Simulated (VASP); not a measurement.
# NaMg6Ti (Amm2) in VASP: settings compared

Aim: see how the results for NaMg6Ti move with the level of theory and the settings. Levels: revPBE+D3(BJ), AM05+D4. Tasks: density of states, band structure.

All numbers are computed with VASP 6.6.1; they aren't measurements. Logs are shortened: lines on timing, memory, paths and dates and some standing lists are left out, and cuts for length are marked.

## 1. Starting point

The structure is orthorhombic, space group Amm2 (No. 38). Conventional cell: a = 5.157 Å, b = 6.399 Å, c = 11.108 Å, α = 90.00°, β = 90.00°, γ = 90.00°. Ti (site symmetry mm2) has 10 Mg at 3.10 to 3.29 Å and 2 Na at 3.23 Å as nearest neighbours. Around Mg (site symmetry mm2) lie 10 Mg at 3.18 to 3.21 Å and 2 Na at 3.20 Å. Mg (site symmetry m) has 8 Mg at 3.07 to 3.33 Å and 2 Ti at 3.10 Å and 2 Na at 3.14 to 3.27 Å as nearest neighbours. Mg (site symmetry mm2) has 10 Mg at 3.18 to 3.23 Å and 2 Ti at 3.20 Å as nearest neighbours. Around Mg (site symmetry m) lie 2 Ti at 3.12 to 3.29 Å and 2 Na at 3.17 Å and 8 Mg at 3.18 to 3.23 Å. Na (site symmetry mm2) has 10 Mg at 3.14 to 3.27 Å and 2 Ti at 3.23 Å as nearest neighbours.

The cell comes from a database or a generator and needn't be the stable form of this composition.

## 2. Density of states, revPBE+D3(BJ)

Input file run.py:

```python
from ase.calculators.vasp import Vasp
from ase.dft.dos import DOS
from ase.io import read

atoms = read('NaMg6Ti.cif')
calc = Vasp(
    directory='calc',
    xc='revpbe',
    pp='PBE',
    setups='minimal',
    pp_version='54',
    prec='Accurate',
    encut=500,
    ediff=1e-06,
    ismear=-5,
    sigma=0.05,
    lreal=False,
    lasph=True,
    nelm=80,
    algo='Normal',
    isif=2,
    lwave=False,
    lcharg=False,
    lmaxmix=4,
    ivdw=12,
    lorbit=10,
    kpts=[5, 5, 5],
    gamma=True,
)
atoms.calc = calc

print('energy (eV):', atoms.get_potential_energy())
print('free energy (eV):', atoms.get_potential_energy(force_consistent=True))
print('forces (eV/A):')
print(atoms.get_forces())
print('stress (eV/A^3, Voigt):', atoms.get_stress())
print('Fermi level (eV):', calc.get_fermi_level())
dos = DOS(calc, width=0.2, window=(-10, 10), npts=201)
print('E - E_F (eV), DOS (1/eV)')
for e, g in zip(dos.get_energies(), dos.get_dos()):
    print(f'{e:8.3f} {g:10.4f}')
```

Input file NaMg6Ti.cif:

```cif
data_NaMg6Ti
_cell_length_a 5.15680400
_cell_length_b 6.40946783
_cell_length_c 6.40946783
_cell_angle_alpha 59.88742938
_cell_angle_beta 90.00000000
_cell_angle_gamma 90.00000000
_space_group_name_H-M_alt 'P1'
_space_group_name_Hall 'P 1'
_space_group_IT_number 1
loop_
_space_group_symop_operation_xyz
'x,y,z'
loop_
_atom_site_label
_atom_site_type_symbol
_atom_site_symmetry_multiplicity
_atom_site_Wyckoff_symbol
_atom_site_fract_x
_atom_site_fract_y
_atom_site_fract_z
_atom_site_occupancy
Ti1 Ti 1 a 0.0000000000 0.8409330000 0.8409330000 1
Mg1 Mg 1 a 0.5000000000 0.1671120000 0.1671120000 1
Mg2 Mg 1 a 0.5000000000 0.1525960000 0.6733220000 1
Mg3 Mg 1 a 0.5000000000 0.6733220000 0.1525960000 1
Mg4 Mg 1 a 0.0000000000 0.3351720000 0.3351720000 1
Mg5 Mg 1 a 0.0000000000 0.3321360000 0.8324760000 1
Mg6 Mg 1 a 0.0000000000 0.8324760000 0.3321360000 1
Na1 Na 1 a 0.5000000000 0.6662520000 0.6662520000 1
```

Potentials or basis: VASP PAW PBE potentials, release 54 (Ti, Mg, Na).

Command:

```bash
$ python run.py
```

Standard output:

```text
energy (eV): -19.71896621
free energy (eV): -19.71896621
forces (eV/A):
[[ 0.          0.12572416  0.0724223 ]
 [ 0.         -0.03104204 -0.0178815 ]
 [ 0.         -0.02042064 -0.01156046]
 [ 0.         -0.02024532 -0.01186481]
 [ 0.          0.07078186  0.04077327]
 [ 0.         -0.03494683  0.00066882]
 [ 0.         -0.01695429 -0.030566  ]
 [ 0.         -0.07289689 -0.04199161]]
stress (eV/A^3, Voigt): [ 0.02349095  0.02012934  0.01882518  0.00112433 -0.         -0.        ]
Fermi level (eV): 2.42428701
E - E_F (eV), DOS (1/eV)
 -10.000     0.0000
  -9.900     0.0000
  -9.800     0.0000
  -9.700     0.0000
  -9.600     0.0000
  -9.500     0.0000
[... 193 lines left out ...]
   9.900     0.0000
  10.000     0.0000
```

Run time: 90 s. Hardware: 1 thread of Intel Xeon Platinum 8488C (Sapphire Rapids), shared host; peak memory 0.33 GiB.

What came out:

* Free energy: -19.7190 eV
* Pressure: -3.3 GPa
* Largest force: 0.145 eV/Å
* Band gap on the k mesh: none (metal or under the smearing width)
* Valence electrons inside the program's atomic spheres: Ti 2.92; Mg 0.34, 0.35; Na 0.17
* Dispersion energy per atom: -0.562 eV

Forces in eV/Å, atoms in the order of the input:
```
Ti   0.000  0.126  0.072
Mg   0.000 -0.031 -0.018
Mg   0.000 -0.020 -0.012
Mg   0.000 -0.020 -0.012
Mg   0.000  0.071  0.041
Mg   0.000 -0.035  0.001
Mg   0.000 -0.017 -0.031
Na   0.000 -0.073 -0.042
```

Stress tensor (GPa, compression positive):
```
-3.76  0.00  0.00
 0.00 -3.23 -0.18
 0.00 -0.18 -3.02
```

Levels at points of the mesh, in eV from the Fermi level:
```csv
k point,band 5,band 6,band 7,band 8,band 9,band 10,band 11,band 12
"(0.00, 0.00, 0.00)",-1.77,-1.52,-1.12,-0.92,-0.49,0.06,0.31,0.99
```

States per cell in windows of 1 eV (zero at the Fermi level; states under -6 eV left out):
```
from (eV)  total  Ti1_d  Ti1_p  Ti1_s  Mg2_s  Mg3_s  Mg4_s
     -6.0   1.32   0.00   0.01   0.05   0.04   0.03   0.03
     -5.0   1.55   0.01   0.02   0.05   0.04   0.03   0.03
     -4.0   2.25   0.04   0.04   0.07   0.04   0.05   0.05
     -3.0   2.75   0.13   0.05   0.08   0.03   0.05   0.05
     -2.0   3.31   0.34   0.08   0.08   0.03   0.03   0.03
     -1.0   5.80   1.74   0.15   0.06   0.03   0.03   0.03
      0.0   7.23   3.61   0.13   0.05   0.05   0.02   0.02
```

Caveat: the PAW data sets were made with another functional, which shifts forces and pressure a little; pairwise dispersion overbinds metals, which lowers pressure and volume.

## 3. Band structure, AM05+D4, collinear spin, ferromagnetic start (cell strained at random at fixed volume)

Input file POSCAR:

```
NaMg6Ti
1.0
    5.0524010000     -0.0334650000      0.0356360000
    0.0176190000      3.2162670000      5.5661630000
    0.0591420000     -3.2796300000      5.6026630000
Ti Mg Na
1 6 1
Cartesian
    0.0645508580     -0.0532840377      9.3922343547
    2.5390281842     -0.0273212177      1.8842628505
    2.5687106986     -1.7341900517      4.6395884656
    2.5470885929      1.6483924095      4.6205819666
    0.0257281379     -0.0212375034      3.7434777481
    0.0550861998     -1.6619752076      6.5128055978
    0.0343105820      1.5881818974      6.4945431878
    2.5773426698     -0.0589482255      7.4590706602
```

Input file INCAR.step1:

```
SYSTEM = NaMg6Ti
PREC     = Accurate       ! precision mode
ENCUT    = 520            ! plane-wave cutoff, eV
EDIFF    = 1E-6           ! SCF threshold, eV
ISMEAR   = -1             ! smearing method
SIGMA    = 0.1            ! smearing width, eV
LREAL    = .False.        ! projectors in reciprocal space
LASPH    = .True.         ! aspherical terms in the spheres
NELM     = 60             ! most SCF steps
ALGO     = Normal         ! electronic algorithm
ISIF     = 2              ! what is computed and relaxed
LWAVE    = .False.        ! write WAVECAR
LCHARG   = .True.         ! write CHGCAR
ISPIN    = 2              ! spin polarisation
MAGMOM   = 1 0 0 0 0 0 0 0 ! initial moments
LORBIT   = 11             ! projections on sites
LMAXMIX  = 4              ! l up to which the mixer works
GGA      = AM             ! functional
IVDW     = 13             ! dispersion correction
```

Input file KPOINTS.step1:

```
regular mesh
0
Gamma
  5 5 5
  0 0 0
```

Input file INCAR.step2:

```
SYSTEM = NaMg6Ti
PREC     = Accurate       ! precision mode
ENCUT    = 520            ! plane-wave cutoff, eV
EDIFF    = 1E-6           ! SCF threshold, eV
ISMEAR   = 0              ! smearing method
SIGMA    = 0.05           ! smearing width, eV
LREAL    = .False.        ! projectors in reciprocal space
LASPH    = .True.         ! aspherical terms in the spheres
NELM     = 60             ! most SCF steps
ALGO     = Normal         ! electronic algorithm
ISIF     = 2              ! what is computed and relaxed
LWAVE    = .False.        ! write WAVECAR
LCHARG   = .False.        ! write CHGCAR
ISPIN    = 2              ! spin polarisation
MAGMOM   = 1 0 0 0 0 0 0 0 ! initial moments
LORBIT   = 11             ! projections on sites
LMAXMIX  = 4              ! l up to which the mixer works
GGA      = AM             ! functional
IVDW     = 13             ! dispersion correction
ICHARG   = 11             ! starting density
```

Input file KPOINTS.step2:

```
path XGY,LGZ,NGM,RG
15
line-mode
reciprocal
-0.5000000000  0.0000000000  0.0000000000  X
 0.0000000000  0.0000000000  0.0000000000  G

 0.0000000000  0.0000000000  0.0000000000  G
 0.0000000000  0.5000000000  0.0000000000  Y

-0.5000000000  0.5000000000  0.0000000000  L
 0.0000000000  0.0000000000  0.0000000000  G

 0.0000000000  0.0000000000  0.0000000000  G
 0.0000000000 -0.5000000000 -0.5000000000  Z

-0.5000000000 -0.5000000000 -0.5000000000  N
 0.0000000000  0.0000000000  0.0000000000  G

 0.0000000000  0.0000000000  0.0000000000  G
 0.0000000000  0.0000000000 -0.5000000000  M

-0.5000000000  0.0000000000 -0.5000000000  R
 0.0000000000  0.0000000000  0.0000000000  G
```

Potentials or basis: VASP PAW PBE potentials, release 64 (Ti_sv, Mg, Na_pv).

Command:

```bash
$ cat potpaw_PBE.64/Ti_sv/POTCAR potpaw_PBE.64/Mg/POTCAR potpaw_PBE.64/Na_pv/POTCAR > POTCAR
$ cp INCAR.step1 INCAR
$ cp KPOINTS.step1 KPOINTS
$ mpirun -np 1 vasp_std > vasp.out
$ cp INCAR.step2 INCAR
$ cp KPOINTS.step2 KPOINTS
$ mpirun -np 1 vasp_std > vasp.out
```

Wall time 16 min (1 thread of Intel Xeon Platinum 8488C (Sapphire Rapids), shared host); peak memory 0.81 GiB.

The run converged. Its results:

```
Band gap along the path    : none (metal or under the smearing width)
Net moment                 : 1.65 μB per cell
Dispersion energy per atom : -0.048 eV
```

Levels at the corners of the path, in eV from the Fermi level:
Spin up:
| point | band 13 | band 14 | band 15 | band 16 | band 17 | band 18 | band 19 | band 20 | band 21 |
| --- | --- | --- | --- | --- | --- | --- | --- | --- | --- |
| X | -1.16 | -0.88 | -0.57 | -0.45 | -0.43 | -0.35 | -0.20 | 0.01 | 0.20 |
| Γ | -1.71 | -1.12 | -1.01 | -0.53 | -0.23 | 0.02 | 0.73 | 0.76 | 1.46 |
| Γ | -1.71 | -1.12 | -1.01 | -0.53 | -0.23 | 0.02 | 0.73 | 0.76 | 1.46 |
| Y | -0.86 | -0.46 | -0.29 | 0.33 | 0.48 | 0.67 | 1.26 | 1.36 | 1.67 |
| L | -1.57 | -1.49 | -1.32 | -0.29 | 0.13 | 0.19 | 0.62 | 0.74 | 2.62 |
| Γ | -1.71 | -1.12 | -1.01 | -0.53 | -0.23 | 0.02 | 0.73 | 0.76 | 1.46 |
| Γ | -1.71 | -1.12 | -1.01 | -0.53 | -0.23 | 0.02 | 0.73 | 0.76 | 1.46 |
| Z | -0.70 | -0.47 | -0.32 | 0.12 | 0.20 | 0.86 | 1.24 | 1.29 | 1.53 |
| N | -1.63 | -1.60 | -1.10 | -0.28 | 0.10 | 0.31 | 0.65 | 0.75 | 2.80 |
| Γ | -1.71 | -1.12 | -1.01 | -0.53 | -0.23 | 0.02 | 0.73 | 0.76 | 1.46 |
| Γ | -1.71 | -1.12 | -1.01 | -0.53 | -0.23 | 0.02 | 0.73 | 0.76 | 1.46 |
| M | -0.85 | -0.46 | -0.29 | 0.32 | 0.45 | 0.67 | 1.23 | 1.37 | 1.67 |
| R | -1.54 | -1.37 | -1.30 | -0.28 | 0.13 | 0.19 | 0.61 | 0.73 | 2.57 |
| Γ | -1.71 | -1.12 | -1.01 | -0.53 | -0.23 | 0.02 | 0.73 | 0.76 | 1.46 |
Spin down:
```tsv
point	band 11	band 12	band 13	band 14	band 15	band 16	band 17	band 18	band 19	band 20
X	-0.97	-0.90	-0.84	-0.67	-0.44	-0.32	-0.27	-0.08	0.00	0.52
Γ	-1.96	-1.66	-1.54	-0.90	-0.86	-0.24	0.62	0.89	1.52	1.55
Γ	-1.96	-1.66	-1.54	-0.90	-0.86	-0.24	0.62	0.89	1.52	1.55
Y	-2.62	-0.51	-0.28	0.21	0.25	0.72	0.94	1.06	1.53	1.87
L	-3.41	-1.57	-1.42	-1.33	-1.17	0.50	1.03	1.05	1.33	1.60
Γ	-1.96	-1.66	-1.54	-0.90	-0.86	-0.24	0.62	0.89	1.52	1.55
Γ	-1.96	-1.66	-1.54	-0.90	-0.86	-0.24	0.62	0.89	1.52	1.55
Z	-2.62	-0.34	-0.23	0.19	0.24	0.45	0.78	0.93	1.60	1.65
N	-3.57	-1.71	-1.44	-1.28	-0.99	0.49	1.01	1.20	1.30	1.60
Γ	-1.96	-1.66	-1.54	-0.90	-0.86	-0.24	0.62	0.89	1.52	1.55
Γ	-1.96	-1.66	-1.54	-0.90	-0.86	-0.24	0.62	0.89	1.52	1.55
M	-2.57	-0.53	-0.29	0.20	0.24	0.70	0.96	1.06	1.51	1.84
R	-3.41	-1.51	-1.38	-1.23	-1.15	0.50	1.03	1.05	1.30	1.58
Γ	-1.96	-1.66	-1.54	-0.90	-0.86	-0.24	0.62	0.89	1.52	1.55
```

Caveat: the log is that of the step along the path at fixed density, whose energy, stress, charges and moments have no meaning; the PAW data sets were made with another functional, which shifts forces and pressure a little; pairwise dispersion overbinds metals, which lowers pressure and volume.
